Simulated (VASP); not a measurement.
These are revTPSS meta-GGA, VASP's PBE PAW potentials (set 64) (plane waves; VASP) values and carry that method's errors.

VASP input:

### KPOINTS
```
K-points
0
Gamma
4 4 4
0 0 0
```

### INCAR
```
# general
SYSTEM  = CsPbCl3
PREC    = Accurate
ENCUT   = 520   # plane-wave cut-off (eV)
LREAL   = F
LASPH   = T   # aspherical one-centre terms

# electronic loop
EDIFF   = 1E-6   # SCF stop (eV)
NELM    = 100   # most electronic steps
ALGO    = Normal   # blocked Davidson
LMAXMIX = 4
LMIXTAU = T

# smearing
ISMEAR  = 0   # Gaussian
SIGMA   = 0.05   # width (eV)

# functional
METAGGA = RTPSS

# ions
IBRION  = 2   # conjugate gradients
NSW     = 60   # most ionic steps
ISIF    = 3   # ions, shape and volume
EDIFFG  = -0.02   # ionic stop

# output
LWAVE   = F
LCHARG  = F
```

### POSCAR
```
CsPbCl3
1
    5.7129062323     0.0000000000     0.0000000000
    0.0000000000     5.7129062323     0.0000000000
   -0.0000000000    -0.0000000000     5.7129062323
Cs Pb Cl
1 1 3
Direct
  0.0000000000   0.0000000000   0.0000000000
  0.5000000000   0.5000000000   0.5000000000
  0.5000000000   0.0000000000   0.5000000000
  0.0000000000   0.5000000000   0.5000000000
  0.5000000000   0.5000000000   0.0000000000
```

POTCAR, in this order: Cs_sv Pb_d Cl (PBE.64 set). Program: vasp_std.

The resulting files:

**OUTCAR**
```
 ion  position               nearest neighbor table
   1  0.000  0.000  0.000-
   2  0.500  0.500  0.500-   3 2.86   4 2.86   5 2.86   5 2.86   3 2.86   4 2.86
   3  0.500  0.000  0.500-   2 2.86   2 2.86
   4  0.000  0.500  0.500-   2 2.86   2 2.86
   5  0.500  0.500  0.000-   2 2.86   2 2.86
  LATTYP: Found a simple cubic cell.
 ALAT       =     5.7129062323
 Subroutine PRICEL returns:
 Original cell was already a primitive cell.
 Subroutine GETGRP returns: Found 48 space group operations
The static configuration has the point symmetry O_h .
The dynamic configuration has the point symmetry O_h .
 Subroutine INISYM returns: Found 48 space group operations
 Subroutine IBZKPT returns following result:
 Found     10 irreducible k-points:

 Following reciprocal coordinates:
            Coordinates               Weight
  0.000000  0.000000  0.000000      1.000000
  0.250000  0.000000  0.000000      6.000000
  0.500000  0.000000  0.000000      3.000000
  0.250000  0.250000  0.000000     12.000000
  0.500000  0.250000  0.000000     12.000000
  0.500000  0.500000  0.000000      3.000000
  0.250000  0.250000  0.250000      8.000000
  0.500000  0.250000  0.250000     12.000000
  0.500000  0.500000  0.250000      6.000000
  0.500000  0.500000  0.500000      1.000000
   k-points           NKPTS =     10   k-points in BZ     NKDIM =     10   number of bands    NBANDS=     26
   number of dos      NEDOS =    301   number of ions     NIONS =      5
   total plane-waves  NPLWV =  74088
   dimension x,y,z NGX =    42 NGY =   42 NGZ =   42
   dimension x,y,z NGXF=    84 NGYF=   84 NGZF=   84
   ions per type =               1   1   3
   PREC   = accura    normal or accurate (medium, high low for compatibility)
   ISTART =      0    job   : 0-new  1-cont  2-samecut
   ICHARG =      2    charge: 1-file 2-atom 10-const
   ISPIN  =      1    spin polarized calculation?
   LNONCOLLINEAR =      F non collinear calculations
   LSORBIT =      F    spin-orbit coupling
   INIWAV =      1    electr: 0-lowe 1-rand  2-diag
   ENCUT  =  520.0 eV  38.22 Ry    6.18 a.u.  10.62 10.62 10.62*2*pi/ulx,y,z
   NELM   =    100;   NELMIN=  2; NELMDL= -5     # of ELM steps
   EDIFF  = 0.1E-05   stopping-criterion for ELM
   LREAL  =      F    real-space projection
   NLSPLINE    = F    spline interpolate recip. space projectors
   LMAXMIX     =    4 max onsite mixed and CHGCAR
   VOSKOWN=      0    Vosko Wilk Nusair interpolation
   EDIFFG = -.2E-01   stopping-criterion for IOM
   NSW    =     60    number of steps for IOM
   NBLOCK =      1;   KBLOCK =     60    inner block; outer block
   IBRION =      2    ionic relax: 0-MD 1-quasi-New 2-CG
   NFREE  =      1    steps in history (QN), initial steepest desc. (CG)
   ISIF   =      3    stress and relaxation
   ISYM   =      2    0-nonsym 1-usesym 2-fastsym
   TEIN   =    0.0    initial temperature
   TEBEG  =    0.0;   TEEND  =   0.0 temperature during run
   SMASS  =  -3.00    Nose mass-parameter (am)
   PSTRESS=    0.0 pullay stress
   NELECT =      44.0000    total number of electrons
   EFERMI =   0.00;   METHOD = LEGACY
   ISMEAR =     0;   SIGMA  =   0.05  broadening in eV -4-tet -1-fermi 0-gaus
   IALGO  =     38    algorithm
   LDIAG  =      T    sub-space diagonalisation (order eigenvalues)
   IMIX   =      4    mixing-type and parameters
     AMIX     =   0.40;   BMIX     =  1.00
     AMIX_MAG =   1.60;   BMIX_MAG =  1.00
     AMIN     =   0.10
   METAGGA = RTPSS    functional components
   VOSKOWN =     0    Vosko Wilk Nusair interpolation
   LHFCALC =     F    Hartree Fock is set to
   LHFONE  =     F    Hartree Fock one center treatment
   AEXX    =    0.0000 exact exchange contribution
   IVDW    =     0    specifies the selected vdW correction
...
```

### OSZICAR
```
       N       E                     dE             d eps       ncg     rms          rms(c)
DAV:   1     0.514231223989E+03    0.51423E+03   -0.20137E+04   724   0.173E+03
DAV:   2     0.123103400169E+03   -0.39113E+03   -0.38271E+03   684   0.486E+02
DAV:   3     0.455182333617E+02   -0.77585E+02   -0.77072E+02   824   0.258E+02
DAV:   4     0.412904528394E+02   -0.42278E+01   -0.42147E+01   848   0.734E+01
DAV:   5     0.411795589046E+02   -0.11089E+00   -0.11063E+00   880   0.121E+01    0.664E+00
DAV:   6     0.421246978125E+02    0.94514E+00   -0.13388E+01   552   0.426E+01    0.326E+00
DAV:   7     0.450647690474E+02    0.29401E+01   -0.16659E+00   636   0.171E+01    0.165E+00
DAV:   8     0.447789843947E+02   -0.28578E+00   -0.11483E+00   570   0.850E+00    0.121E+00
DAV:   9     0.448915871633E+02    0.11260E+00   -0.16870E-01   582   0.383E+00    0.100E+00
DAV:  10     0.447655587028E+02   -0.12603E+00   -0.38036E-02   598   0.190E+00    0.371E-01
DAV:  11     0.447581602383E+02   -0.73985E-02   -0.38202E-02   532   0.225E+00    0.261E-01
DAV:  12     0.447151474289E+02   -0.43013E-01   -0.33470E-02   536   0.141E+00    0.116E-01
DAV:  13     0.447113304890E+02   -0.38169E-02   -0.11954E-03   702   0.358E-01    0.518E-02
DAV:  14     0.447082180881E+02   -0.31124E-02   -0.10046E-03   596   0.230E-01    0.292E-02
DAV:  15     0.447077548142E+02   -0.46327E-03   -0.50672E-04   598   0.239E-01    0.364E-02
DAV:  16     0.447074567985E+02   -0.29802E-03   -0.88487E-05   598   0.867E-02    0.127E-02
DAV:  17     0.447074436798E+02   -0.13119E-04   -0.14031E-05   600   0.299E-02    0.518E-03
DAV:  18     0.447074288550E+02   -0.14825E-04   -0.55228E-06   472   0.214E-02    0.231E-03
DAV:  19     0.447074216806E+02   -0.71744E-05   -0.20441E-06   450   0.126E-02    0.234E-03
DAV:  20     0.447074213260E+02   -0.35459E-06   -0.71703E-07   342   0.659E-03
   1 F= 0.44707421E+02 E0= 0.44707421E+02  d E =0.447074E+02
```

OUTCAR:
```
------------------------ aborting loop because EDIFF is reached ----------------------------------------
  FORCE on cell =-STRESS in cart. coord.  units (eV):
  Direction    XX          YY          ZZ          XY          YZ          ZX
  --------------------------------------------------------------------------------------
  Total       -0.0036421     -0.0036421     -0.0036421      0.0000000      0.0000000      0.0000000
  in kB       -0.0312963     -0.0312963     -0.0312963      0.0000000      0.0000000      0.0000000
  external PRESSURE =      -0.0312963 kB  Pullay stress =       0.0000000 kB
  volume of cell :      186.45
      direct lattice vectors                 reciprocal lattice vectors
     5.712906232  0.000000000  0.000000000     0.175042257  0.000000000  0.000000000
     0.000000000  5.712906232  0.000000000     0.000000000  0.175042257  0.000000000
     0.000000000  0.000000000  5.712906232     0.000000000  0.000000000  0.175042257
 POSITION                                       TOTAL-FORCE (eV/Angst)
 -----------------------------------------------------------------------------------
      0.00000      0.00000      0.00000         0.000000      0.000000      0.000000
      2.85645      2.85645      2.85645         0.000000      0.000000      0.000000
      2.85645      0.00000      2.85645         0.000000      0.000000      0.000000
      0.00000      2.85645      2.85645         0.000000      0.000000      0.000000
      2.85645      2.85645      0.00000         0.000000      0.000000      0.000000
 -----------------------------------------------------------------------------------
    total drift:                                0.000000     -0.000000     -0.000000
  FREE ENERGIE OF THE ION-ELECTRON SYSTEM (eV)
  ---------------------------------------------------
  free  energy   TOTEN  =        44.7074213260 eV

  energy  without entropy=       44.7074213260  energy(sigma->0) =       44.70742133

 reached required accuracy - stopping structural energy minimisation
```
(Selected blocks of OUTCAR.)

**OUTCAR**
```
 val. band max:        1.0899365832   @ k =   0.5000   0.5000   0.5000

 cond. band min:       3.3499106705   @ k =   0.5000   0.5000   0.5000


 Fermi energy:         1.3277272918

 k-point     1 :       0.0000    0.0000    0.0000
  band No.  band energies     occupation
      1     -20.2793      2.00000
      2     -15.6429      2.00000
      3     -15.6429      2.00000
      4     -15.4449      2.00000
      5     -15.4449      2.00000
      6     -15.4449      2.00000
      7     -14.0150      2.00000
      8     -13.2826      2.00000
      9     -13.2826      2.00000
     10      -6.9739      2.00000
     11      -6.9739      2.00000
     12      -6.9739      2.00000
     13      -5.3800      2.00000
     14      -3.1547      2.00000
     15      -3.1547      2.00000
     16      -3.1547      2.00000
     17      -1.2474      2.00000
     18      -1.2474      2.00000
     19      -1.2474      2.00000
     20      -1.1560      2.00000
     21      -1.1560      2.00000
     22      -1.1560      2.00000
     23       5.0010      0.00000
     24       5.9886      0.00000
     25       5.9886      0.00000
     26       6.7883      0.00000

 k-point     2 :       0.2500    0.0000    0.0000
  band No.  band energies     occupation
      1     -20.2786      2.00000
      2     -15.6429      2.00000
      3     -15.5975      2.00000
      4     -15.4455      2.00000
      5     -15.4455      2.00000
      6     -15.4449      2.00000
      7     -13.9494      2.00000
      8     -13.4223      2.00000
      9     -13.2818      2.00000
     10      -6.9696      2.00000
     11      -6.9664      2.00000
     12      -6.9664      2.00000
     13      -5.8959      2.00000
     14      -3.1159      2.00000
     15      -3.1159      2.00000
     16      -2.2136      2.00000
     17      -1.2952      2.00000
     18      -1.2945      2.00000
     19      -1.2945      2.00000
     20      -1.2033      2.00000
     21      -1.2033      2.00000
     22      -1.0741      2.00000
...
```

Unless said otherwise, spin-orbit coupling is left out, though it shifts the bands of the heavy elements here.

The compound is CsPbCl3 in the cubic perovskite structure, the ideal cubic form; the compound distorts at low or room temperature. It was relaxed first, which changed the volume by +6 %. The start is the result of an earlier pass.
